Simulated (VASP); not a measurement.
Method: PBE GGA, VASP's PBE PAW potentials (set 64) (plane waves; VASP).

A VASP calculation is set up with these files.

**KPOINTS**
```
Automatic mesh
0
Gamma
6 6 4
0 0 0
```

POSCAR:
```
PtSe2
6.0608690
  0.3101626680  -0.5372175406   0.0000000000
  0.3101626680   0.5372175406   0.0000000000
  0.0000000000   0.0000000000   1.0000000724
Pt Se
1 2
Direct
  0.0000000000   0.0000000000   0.0000000000
  0.3333330000   0.6666670000   0.2148582666
  0.6666670000   0.3333330000   0.7851417334
```

**INCAR**
```
SYSTEM = PtSe2
PREC = Accurate
ENCUT = 480
EDIFF = 1E-7
NELM = 100
ALGO = Normal
LREAL = .FALSE.
LASPH = .TRUE.
ISMEAR = 0
SIGMA = 0.05
GGA = PE
LMAXMIX = 6
LWAVE = .FALSE.
LCHARG = .FALSE.
ISIF = 2
```

POTCAR, in this order: Pt Se (PBE.64 set). Program: vasp_std.

What VASP printed:

OUTCAR:
```
 ion  position               nearest neighbor table
   1  0.000  0.000  0.000-   2 2.53   3 2.53   3 2.53   2 2.53   3 2.53   2 2.53
   2  0.333  0.667  0.215-   1 2.53   1 2.53   1 2.53
   3  0.667  0.333  0.785-   1 2.53   1 2.53   1 2.53
  LATTYP: Found a hexagonal cell.
 ALAT       =     3.7597108141
 C/A-ratio  =     1.6120573466
 Subroutine PRICEL returns:
 Original cell was already a primitive cell.
 Subroutine GETGRP returns: Found 12 space group operations
The static configuration has the point symmetry D_3d.
The dynamic configuration has the point symmetry D_3d.
 Subroutine INISYM returns: Found 12 space group operations
 Subroutine IBZKPT returns following result:
 Found     24 irreducible k-points:

 Following reciprocal coordinates:
            Coordinates               Weight
  0.000000  0.000000  0.000000      1.000000
  0.166667  0.000000  0.000000      6.000000
  0.333333  0.000000  0.000000      6.000000
  0.500000  0.000000  0.000000      3.000000
  0.166667  0.166667  0.000000      6.000000
  0.333333  0.166667  0.000000     12.000000
  0.333333  0.333333  0.000000      2.000000
  0.000000  0.000000  0.250000      2.000000
  0.166667  0.000000  0.250000      6.000000
  0.000000  0.166667  0.250000      6.000000
  0.333333  0.000000  0.250000      6.000000
  0.000000  0.333333  0.250000      6.000000
  0.500000  0.000000  0.250000      6.000000
  0.166667  0.166667  0.250000     12.000000
  0.333333  0.166667  0.250000     12.000000
 -0.166667  0.500000  0.250000     12.000000
  0.333333  0.333333  0.250000      4.000000
  0.000000  0.000000  0.500000      1.000000
  0.166667  0.000000  0.500000      6.000000
  0.333333  0.000000  0.500000      6.000000
  0.500000  0.000000  0.500000      3.000000
  0.166667  0.166667  0.500000      6.000000
  0.333333  0.166667  0.500000     12.000000
  0.333333  0.333333  0.500000      2.000000
   k-points           NKPTS =     24   k-points in BZ     NKDIM =     24   number of bands    NBANDS=     15
   number of dos      NEDOS =    301   number of ions     NIONS =      3
   total plane-waves  NPLWV =  37632
   dimension x,y,z NGX =    28 NGY =   28 NGZ =   48
   dimension x,y,z NGXF=    56 NGYF=   56 NGZF=   96
   ions per type =               1   2
   PREC   = accura    normal or accurate (medium, high low for compatibility)
   ISTART =      0    job   : 0-new  1-cont  2-samecut
   ICHARG =      2    charge: 1-file 2-atom 10-const
   ISPIN  =      1    spin polarized calculation?
   LNONCOLLINEAR =      F non collinear calculations
   LSORBIT =      F    spin-orbit coupling
   INIWAV =      1    electr: 0-lowe 1-rand  2-diag
   ENCUT  =  480.0 eV  35.28 Ry    5.94 a.u.   6.72  6.72 10.83*2*pi/ulx,y,z
   NELM   =    100;   NELMIN=  2; NELMDL= -5     # of ELM steps
   EDIFF  = 0.1E-06   stopping-criterion for ELM
   LREAL  =      F    real-space projection
   NLSPLINE    = F    spline interpolate recip. space projectors
   LMAXMIX     =    6 max onsite mixed and CHGCAR
   VOSKOWN=      0    Vosko Wilk Nusair interpolation
   EDIFFG = 0.1E-05   stopping-criterion for IOM
   NSW    =      0    number of steps for IOM
   NBLOCK =      1;   KBLOCK =      1    inner block; outer block
   IBRION =     -1    ionic relax: 0-MD 1-quasi-New 2-CG
   NFREE  =      0    steps in history (QN), initial steepest desc. (CG)
   ISIF   =      2    stress and relaxation
   ISYM   =      2    0-nonsym 1-usesym 2-fastsym
   TEIN   =    0.0    initial temperature
   TEBEG  =    0.0;   TEEND  =   0.0 temperature during run
   SMASS  =  -3.00    Nose mass-parameter (am)
   PSTRESS=    0.0 pullay stress
   NELECT =      22.0000    total number of electrons
   EFERMI =   0.00;   METHOD = LEGACY
...
```

File OSZICAR:
```
       N       E                     dE             d eps       ncg     rms          rms(c)
DAV:   1     0.108303053704E+03    0.10830E+03   -0.94683E+03   744   0.118E+03
DAV:   2    -0.102030454370E+02   -0.11851E+03   -0.11539E+03   909   0.223E+02
DAV:   3    -0.150963318018E+02   -0.48933E+01   -0.48673E+01   903   0.487E+01
DAV:   4    -0.151429974634E+02   -0.46666E-01   -0.46651E-01   853   0.498E+00
DAV:   5    -0.151436751626E+02   -0.67770E-03   -0.67767E-03   930   0.571E-01    0.121E+01
DAV:   6    -0.145214671057E+02    0.62221E+00   -0.51709E+00   734   0.228E+01    0.699E+00
DAV:   7    -0.143195171987E+02    0.20195E+00   -0.97498E-01   748   0.105E+01    0.351E+00
DAV:   8    -0.143023894043E+02    0.17128E-01   -0.71633E-02   811   0.189E+00    0.810E-01
DAV:   9    -0.142985036975E+02    0.38857E-02   -0.12598E-02   825   0.122E+00    0.198E-01
DAV:  10    -0.142988050620E+02   -0.30136E-03   -0.18543E-03   881   0.310E-01    0.520E-02
DAV:  11    -0.142988192253E+02   -0.14163E-04   -0.62271E-05   937   0.779E-02    0.259E-02
DAV:  12    -0.142988284500E+02   -0.92247E-05   -0.25854E-05   804   0.373E-02    0.281E-03
DAV:  13    -0.142988290494E+02   -0.59938E-06   -0.13839E-06   951   0.841E-03    0.131E-03
DAV:  14    -0.142988292926E+02   -0.24317E-06   -0.18986E-07   735   0.305E-03    0.827E-04
DAV:  15    -0.142988294475E+02   -0.15499E-06   -0.44476E-08   641   0.155E-03    0.177E-04
DAV:  16    -0.142988294437E+02    0.37919E-08   -0.46089E-09   430   0.598E-04
   1 F= -.14298829E+02 E0= -.14298829E+02  d E =-.560787E-12
```

### OUTCAR
```
------------------------ aborting loop because EDIFF is reached ----------------------------------------
  FORCE on cell =-STRESS in cart. coord.  units (eV):
  Direction    XX          YY          ZZ          XY          YZ          ZX
  --------------------------------------------------------------------------------------
  Total       -0.0391838     -0.0391838      0.0325445     -0.0000000     -0.0000000      0.0000000
  in kB       -0.8461407     -0.8461408      0.7027715     -0.0000000     -0.0000000      0.0000000
  external PRESSURE =      -0.3298367 kB  Pullay stress =       0.0000000 kB
  volume of cell :       74.19
      direct lattice vectors                 reciprocal lattice vectors
     1.879855299 -3.256005138  0.000000000     0.265977919 -0.153562411  0.000000000
     1.879855299  3.256005138  0.000000000     0.265977919  0.153562411  0.000000000
     0.000000000  0.000000000  6.060869439     0.000000000  0.000000000  0.164992830
 POSITION                                       TOTAL-FORCE (eV/Angst)
 -----------------------------------------------------------------------------------
      0.00000      0.00000      0.00000        -0.000000      0.000000      0.000000
      1.87986      1.08534      1.30223         0.000000      0.000000     -0.011411
      1.87986     -1.08534      4.75864        -0.000000     -0.000000      0.011411
 -----------------------------------------------------------------------------------
    total drift:                               -0.000000     -0.000000      0.000000
  FREE ENERGIE OF THE ION-ELECTRON SYSTEM (eV)
  ---------------------------------------------------
  free  energy   TOTEN  =       -14.2988294437 eV

  energy  without entropy=      -14.2988294437  energy(sigma->0) =      -14.29882944
```
(Selected blocks of OUTCAR.)

Without a dispersion term in the relaxation, distances and binding between the weakly bound layers, chains or molecules are unreliable, and so is what depends on them.

The compound is PtSe2 in the 1T layered structure. It was relaxed first, which changed the volume by +21 %.
